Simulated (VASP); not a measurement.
Method: PBE GGA, VASP's PBE PAW potentials (set 64) (plane waves; VASP).

The input files of a VASP run:

**INCAR**
```
ALGO  =  Normal
EDIFF  =  1E-6
EDIFFG  =  -0.01
ENCUT  =  300
GGA  =  PE
IBRION  =  2
ISIF  =  3
ISMEAR  =  0
LASPH  =  .True.
LCHARG  =  .False.
LMAXMIX  =  4
LREAL  =  .False.
LWAVE  =  .False.
NELM  =  100
NSW  =  50
PREC  =  Accurate
SIGMA  =  0.136
SYSTEM  =  BaCa
```

POSCAR:
```
BaCa
1
    4.0771260000     0.0000000000     0.0000000000
    0.0000000000     4.0771260000     0.0000000000
    0.0000000000     0.0000000000     5.3439470000
Ca Ba
1 1
Direct
  0.5000000000   0.5000000000   0.5000000000
  0.0000000000   0.0000000000   0.0000000000
```

### KPOINTS
```
Automatic mesh
0
Gamma
7 7 5
0 0 0
```

POTCAR, in this order: Ca_sv Ba_sv (PBE.64 set). Program: vasp_std.

The run wrote:

### OSZICAR
```
       N       E                     dE             d eps       ncg     rms          rms(c)
DAV:   1     0.114352755777E+03    0.11435E+03   -0.74321E+03   872   0.832E+02
DAV:   2     0.320710777221E+01   -0.11115E+03   -0.10988E+03  1098   0.242E+02
DAV:   3    -0.344667473789E+01   -0.66538E+01   -0.66054E+01  1500   0.487E+01
DAV:   4    -0.368533419565E+01   -0.23866E+00   -0.23839E+00  1156   0.687E+00
DAV:   5    -0.368991029049E+01   -0.45761E-02   -0.45759E-02  1292   0.899E-01    0.320E+00
DAV:   6    -0.365834342675E+01    0.31567E-01   -0.49578E-02  1146   0.115E+00    0.186E+00
DAV:   7    -0.364917562201E+01    0.91678E-02   -0.48627E-02  1308   0.132E+00    0.160E-01
DAV:   8    -0.364875700725E+01    0.41861E-03   -0.56462E-03  1074   0.288E-01    0.367E-02
DAV:   9    -0.364874350364E+01    0.13504E-04   -0.19735E-04  1280   0.611E-02    0.272E-02
DAV:  10    -0.364876700676E+01   -0.23503E-04   -0.46105E-05  1282   0.378E-02    0.125E-02
DAV:  11    -0.364876652749E+01    0.47928E-06   -0.47901E-06   876   0.170E-02
   1 F= -.36487665E+01 E0= -.36325171E+01  d E =-.364877E+01
       N       E                     dE             d eps       ncg     rms          rms(c)
DAV:   1    -0.490851473083E+01   -0.12597E+01   -0.38504E+01   876   0.616E+01    0.544E+00
DAV:   2    -0.415102594343E+01    0.75749E+00   -0.42237E+00  1230   0.154E+01    0.423E+00
DAV:   3    -0.371115840624E+01    0.43987E+00   -0.23045E+00  1364   0.111E+01    0.112E+00
DAV:   4    -0.373188825323E+01   -0.20730E-01   -0.15980E-01  1046   0.200E+00    0.767E-01
DAV:   5    -0.374521853140E+01   -0.13330E-01   -0.17222E-02  1278   0.689E-01    0.500E-01
DAV:   6    -0.375092132310E+01   -0.57028E-02   -0.55289E-03  1100   0.449E-01    0.213E-01
DAV:   7    -0.375194082529E+01   -0.10195E-02   -0.88069E-04  1432   0.190E-01    0.449E-02
DAV:   8    -0.375194177097E+01   -0.94567E-06   -0.16929E-04  1068   0.814E-02    0.170E-02
DAV:   9    -0.375195827447E+01   -0.16503E-04   -0.15148E-05  1062   0.277E-02    0.209E-03
DAV:  10    -0.375195961853E+01   -0.13441E-05   -0.16870E-06   810   0.636E-03    0.187E-03
DAV:  11    -0.375196052301E+01   -0.90448E-06   -0.29446E-07   528   0.418E-03
   2 F= -.37519605E+01 E0= -.37362875E+01  d E =-.103194E+00
       N       E                     dE             d eps       ncg     rms          rms(c)
DAV:   1    -0.441180341199E+01   -0.65984E+00   -0.21467E+01   876   0.455E+01    0.403E+00
DAV:   2    -0.399060683095E+01    0.42120E+00   -0.22660E+00  1236   0.113E+01    0.312E+00
DAV:   3    -0.374613069676E+01    0.24448E+00   -0.13299E+00  1350   0.847E+00    0.851E-01
DAV:   4    -0.375672091185E+01   -0.10590E-01   -0.10704E-01  1020   0.164E+00    0.567E-01
DAV:   5    -0.376313934038E+01   -0.64184E-02   -0.78730E-03  1228   0.459E-01    0.388E-01
DAV:   6    -0.376684196394E+01   -0.37026E-02   -0.38902E-03  1142   0.368E-01    0.162E-01
DAV:   7    -0.376749393705E+01   -0.65197E-03   -0.52225E-04  1330   0.143E-01    0.398E-02
DAV:   8    -0.376750803045E+01   -0.14093E-04   -0.11083E-04  1146   0.623E-02    0.972E-03
DAV:   9    -0.376751505325E+01   -0.70228E-05   -0.73313E-06   996   0.181E-02    0.173E-03
DAV:  10    -0.376751624682E+01   -0.11936E-05   -0.85636E-07   714   0.472E-03    0.639E-04
DAV:  11    -0.376751663607E+01   -0.38924E-06   -0.14150E-07   498   0.250E-03
   3 F= -.37675166E+01 E0= -.37522270E+01  d E =-.118750E+00
       N       E                     dE             d eps       ncg     rms          rms(c)
DAV:   1    -0.379221784287E+01   -0.24702E-01   -0.76460E-01   846   0.843E+00    0.788E-01
DAV:   2    -0.377580779084E+01    0.16410E-01   -0.70807E-02  1136   0.214E+00    0.542E-01
DAV:   3    -0.376783467033E+01    0.79731E-02   -0.47886E-02  1354   0.168E+00    0.169E-01
DAV:   4    -0.376802842612E+01   -0.19376E-03   -0.52323E-03  1026   0.428E-01    0.908E-02
DAV:   5    -0.376829208258E+01   -0.26366E-03   -0.26327E-04  1172   0.903E-02    0.566E-02
DAV:   6    -0.376840043918E+01   -0.10836E-03   -0.10124E-04  1170   0.570E-02    0.247E-02
DAV:   7    -0.376842911469E+01   -0.28676E-04   -0.14601E-05  1256   0.234E-02    0.794E-03
DAV:   8    -0.376843573160E+01   -0.66169E-05   -0.43357E-06   894   0.112E-02    0.133E-03
DAV:   9    -0.376843558990E+01    0.14169E-06   -0.33966E-07   468   0.454E-03
   4 F= -.37684356E+01 E0= -.37530868E+01  d E =-.119669E+00
```

### OUTCAR
```
------------------------ aborting loop because EDIFF is reached ----------------------------------------
  FORCE on cell =-STRESS in cart. coord.  units (eV):
  Direction    XX          YY          ZZ          XY          YZ          ZX
  --------------------------------------------------------------------------------------
  Total        0.0048209      0.0048209     -0.0184867      0.0000000      0.0000000      0.0000000
  in kB        0.0735727      0.0735727     -0.2821277      0.0000000      0.0000000      0.0000000
  external PRESSURE =      -0.0449941 kB  Pullay stress =       0.0000000 kB
  volume of cell :      104.98
      direct lattice vectors                 reciprocal lattice vectors
     4.313979040  0.000000000 -0.000000000     0.231804557  0.000000000  0.000000000
     0.000000000  4.313979040  0.000000000     0.000000000  0.231804557  0.000000000
    -0.000000000  0.000000000  5.641151592     0.000000000  0.000000000  0.177268769
 POSITION                                       TOTAL-FORCE (eV/Angst)
 -----------------------------------------------------------------------------------
      2.15699      2.15699      2.82058         0.000000      0.000000      0.000000
      0.00000      0.00000      0.00000        -0.000000      0.000000      0.000000
 -----------------------------------------------------------------------------------
    total drift:                                0.000000      0.000000     -0.000000
  FREE ENERGIE OF THE ION-ELECTRON SYSTEM (eV)
  ---------------------------------------------------
  free  energy   TOTEN  =        -3.7684355899 eV

  energy  without entropy=       -3.7377380354  energy(sigma->0) =       -3.75308681

 reached required accuracy - stopping structural energy minimisation
```
(Selected blocks of OUTCAR.)

File CONTCAR:
```
BaCa
   1.00000000000000
     4.3139790400139963    0.0000000000000000   -0.0000000000000000
     0.0000000000000000    4.3139790400139963    0.0000000000000000
    -0.0000000000000000    0.0000000000000000    5.6411515923975095
  Ca              Ba
     1     1
Direct
     0.5000000000000000    0.5000000000000000    0.5000000000000000
     0.0000000000000000    0.0000000000000000    0.0000000000000000
```

At this cut-off the stress carries a Pulay error, which pulls relaxed volumes low. Energy and stress use the plane-wave basis of the starting cell.

The structure was generated: BaCa was put into an ordered model structure, which need not be its known phase. This run relaxes it. Symmetry was kept, so distortions that lower it aren't found. The run is one of a series of settings (EDIFFG = -0.01, IBRION = 2, ISIF = 3, NSW = 50 against the base run), some of them coarse on purpose.
